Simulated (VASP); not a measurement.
Given:

```
AuZn
1.0
    3.15382     0.00000     0.00000
    0.00000     3.15382     0.00000
    0.00000     0.00000     3.15382
Zn Au
1 1
Cartesian
  1.57691   1.57691   1.57691
  0.00000   0.00000   0.00000
```

All values below come from PBE GGA, VASP's PBE PAW potentials (set 64) (plane waves; VASP 6.6.1). Settings: 520 eV cut-off, 11×11×11 Γ-centred mesh, first-order Methfessel-Paxton smearing of 0.10 eV, potentials Zn Au.

Give the stress tensor in GPa (positive for a compressed cell).

```
4.01  0.00  0.00
0.00  4.01  0.00
0.00  0.00  4.01
```
The pressure is its mean diagonal, 4.01 GPa.

The compound is AuZn in the CsCl type structure. This cell is one point of a volume scan, at 0.97 of the reference volume. The electron count is odd and the run is not spin-polarised, which forces a metal.
